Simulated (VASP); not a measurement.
Output of a VASP run:

### OSZICAR
```
...
DAV:   3    -0.253816365535E+02   -0.68299E+02   -0.67410E+02  1928   0.181E+02
DAV:   4    -0.273420445573E+02   -0.19604E+01   -0.19600E+01  1584   0.406E+01
DAV:   5    -0.273936587795E+02   -0.51614E-01   -0.51609E-01  1912   0.560E+00    0.118E+01
DAV:   6    -0.229203678137E+02    0.44733E+01   -0.33374E+01  2112   0.445E+01    0.506E+00
DAV:   7    -0.228345473879E+02    0.85820E-01   -0.28693E+00  1656   0.121E+01    0.292E+00
DAV:   8    -0.227990177238E+02    0.35530E-01   -0.16580E+00  2120   0.105E+01    0.203E+00
DAV:   9    -0.227061433940E+02    0.92874E-01   -0.52176E-01  2152   0.623E+00    0.415E-01
DAV:  10    -0.227181317802E+02   -0.11988E-01   -0.40558E-02  1736   0.138E+00    0.204E-01
DAV:  11    -0.227159498864E+02    0.21819E-02   -0.30342E-02  2224   0.128E+00    0.233E-01
DAV:  12    -0.227164148415E+02   -0.46496E-03   -0.54893E-03  1832   0.967E-01    0.710E-02
DAV:  13    -0.227171456611E+02   -0.73082E-03   -0.32387E-03  1896   0.344E-01    0.101E-01
DAV:  14    -0.227173660303E+02   -0.22037E-03   -0.12333E-03  2000   0.382E-01    0.367E-02
DAV:  15    -0.227174893721E+02   -0.12334E-03   -0.12616E-04  1896   0.886E-02    0.127E-02
DAV:  16    -0.227176206037E+02   -0.13123E-03   -0.22716E-04  1776   0.164E-01    0.239E-02
DAV:  17    -0.227176603290E+02   -0.39725E-04   -0.10012E-04  1640   0.114E-01    0.490E-03
DAV:  18    -0.227177707669E+02   -0.11044E-03   -0.20121E-05  1160   0.317E-02    0.795E-03
DAV:  19    -0.227178159682E+02   -0.45201E-04   -0.77855E-06  1112   0.307E-02    0.591E-03
DAV:  20    -0.227178335268E+02   -0.17559E-04   -0.67726E-06  1120   0.200E-02    0.451E-04
DAV:  21    -0.227178367977E+02   -0.32710E-05   -0.14377E-06  1176   0.950E-03
   1 F= -.22717837E+02 E0= -.22717837E+02  d E =-.227178E+02
       N       E                     dE             d eps       ncg     rms          rms(c)
DAV:   1    -0.227190988653E+02   -0.12653E-02   -0.61352E-01  1576   0.502E+00    0.260E-01
DAV:   2    -0.227199250176E+02   -0.82615E-03   -0.29168E-02  2112   0.173E+00    0.152E-01
DAV:   3    -0.227193239760E+02    0.60104E-03   -0.11738E-03  1976   0.350E-01    0.561E-02
DAV:   4    -0.227192133578E+02    0.11062E-03   -0.26748E-04  2056   0.162E-01    0.113E-02
DAV:   5    -0.227192110309E+02    0.23269E-05   -0.29503E-05  1408   0.521E-02
   2 F= -.22719211E+02 E0= -.22719211E+02  d E =-.137423E-02
       N       E                     dE             d eps       ncg     rms          rms(c)
DAV:   1    -0.227191864266E+02    0.26931E-04   -0.23630E-01  1584   0.311E+00    0.161E-01
DAV:   2    -0.227194715724E+02   -0.28515E-03   -0.11199E-02  2192   0.109E+00    0.946E-02
DAV:   3    -0.227192287588E+02    0.24281E-03   -0.45336E-04  1952   0.218E-01    0.354E-02
DAV:   4    -0.227191796721E+02    0.49087E-04   -0.11419E-04  1888   0.106E-01    0.757E-03
DAV:   5    -0.227191822608E+02   -0.25887E-05   -0.17331E-05  1224   0.403E-02
   3 F= -.22719182E+02 E0= -.22719182E+02  d E =-.134546E-02
       N       E                     dE             d eps       ncg     rms          rms(c)
DAV:   1    -0.227192563312E+02   -0.76659E-04   -0.48953E-02  1568   0.141E+00    0.733E-02
DAV:   2    -0.227193397943E+02   -0.83463E-04   -0.22998E-03  2112   0.500E-01    0.430E-02
DAV:   3    -0.227193023934E+02    0.37401E-04   -0.90159E-05  1976   0.988E-02    0.156E-02
DAV:   4    -0.227193005651E+02    0.18283E-05   -0.15077E-05  1128   0.457E-02
   4 F= -.22719301E+02 E0= -.22719301E+02  d E =-.146377E-02
```

File OUTCAR:
```
------------------------ aborting loop because EDIFF is reached ----------------------------------------
  FORCE on cell =-STRESS in cart. coord.  units (eV):
  Direction    XX          YY          ZZ          XY          YZ          ZX
  --------------------------------------------------------------------------------------
  Total       -0.2464597     -0.2464597     -0.1800137      0.0000000     -0.0000000      0.0000000
  in kB       -1.3479111     -1.3479111     -0.9845118      0.0000000     -0.0000000      0.0000000
  external PRESSURE =      -1.2267780 kB  Pullay stress =       0.0000000 kB
  volume of cell :      292.95
      direct lattice vectors                 reciprocal lattice vectors
     3.983261426  0.000000000  0.000000000     0.251050557 -0.000000000 -0.000000000
     0.000000000  3.983261426 -0.000000000     0.000000000  0.251050557 -0.000000000
     0.000000000  0.000000000 18.463654827     0.000000000  0.000000000  0.054160458
 POSITION                                       TOTAL-FORCE (eV/Angst)
 -----------------------------------------------------------------------------------
      1.99163      0.00000      8.03728         0.000000      0.000000      0.022245
      0.00000      1.99163     10.42637        -0.000000     -0.000000     -0.022245
      1.99163      1.99163      9.23183         0.000000     -0.000000      0.000000
      0.00000      0.00000      9.23183         0.000000     -0.000000      0.000000
 -----------------------------------------------------------------------------------
    total drift:                                0.000000      0.000000     -0.000000
  FREE ENERGIE OF THE ION-ELECTRON SYSTEM (eV)
  ---------------------------------------------------
  free  energy   TOTEN  =       -22.7193005651 eV

  energy  without entropy=      -22.7193005651  energy(sigma->0) =      -22.71930057

 reached required accuracy - stopping structural energy minimisation
```
(Selected blocks of OUTCAR.)

### POSCAR
```
PbO monolayer
1
    3.9897546470     0.0000000000     0.0000000000
    0.0000000000     3.9897546470     0.0000000000
    0.0000000000     0.0000000000    18.4036055062
Pb O
2 2
Direct
  0.5000000000   0.0000000000   0.4357440000
  0.0000000000   0.5000000000   0.5642560000
  0.5000000000   0.5000000000   0.5000000000
  0.0000000000   0.0000000000   0.5000000000
```

Task: Write an INCAR and KPOINTS that could have produced this output.

Result: Several could match; the one computed here: the input of the run itself, PBEsol GGA, plane waves, VASP's PBE PAW potentials (set 64).

### KPOINTS
```
Automatic mesh
0
Gamma
12 12 1
0 0 0
```

### INCAR
```
SYSTEM = PbO monolayer
PREC = Normal
ENCUT = 500
EDIFF = 1E-5
NELM = 100
ALGO = Normal
LREAL = .FALSE.
LASPH = .TRUE.
ISMEAR = 0
SIGMA = 0.05
GGA = PS
LMAXMIX = 4
LWAVE = .TRUE.
LCHARG = .FALSE.
NELMIN = 4
IBRION = 2
ISIF = 4
NSW = 50
EDIFFG = -0.03
```

POTCAR, in this order: Pb_d O (PBE.64 set). Program: vasp_std.

The cell is a sheet with vacuum, built from PbO (litharge).
